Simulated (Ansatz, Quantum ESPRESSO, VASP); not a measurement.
## CuAs3: 3 runs at one level of theory

```
Cu As
1.0
     0.00000    3.83168    3.83168
     3.83168    0.00000    3.83168
     3.83168    3.83168    0.00000
Cu As
1 3
Direct
  0.00000 0.00000 0.00000
  0.25000 0.25000 0.25000
  0.75000 0.75000 0.75000
  0.50000 0.50000 0.50000
```

The cell comes from a database or a generator and needn't be the stable form of this composition.

Alike in all runs: task single point; functional PBE; k mesh 6 × 6 × 6; occupations fermi-dirac, width 0.05 eV; no spin polarisation; no spin-orbit coupling. A missing gap at this level doesn't show that the real crystal is a metal. Pressure is positive in compression and, in plane waves, holds the error of the finite cutoff.

```
                        program and potentials  plane-wave cutoff (eV)  notes  band gap (eV)  pressure (GPa)
Ansatz, all-electron LAPW, scalar-relativistic                       -      -         no gap          -13.71
     Quantum ESPRESSO, SSSP 1.3 efficiency PBE                     748      -         no gap          -13.81
            VASP, PBE PAW files As, Cu, 520 eV                     520      -         no gap          -13.72
```

None finds a gap. The pressure spans -13.81 (Quantum ESPRESSO, SSSP 1.3 efficiency PBE) to -13.71 GPa (Ansatz, all-electron LAPW, scalar-relativistic), with all-electron results at -13.71. The cell lies far from this level's equilibrium.

Differences between rows come from potentials, basis sets and numerical settings, since the functional is the same but for its coding. Runs on potential files found faulty are left out.
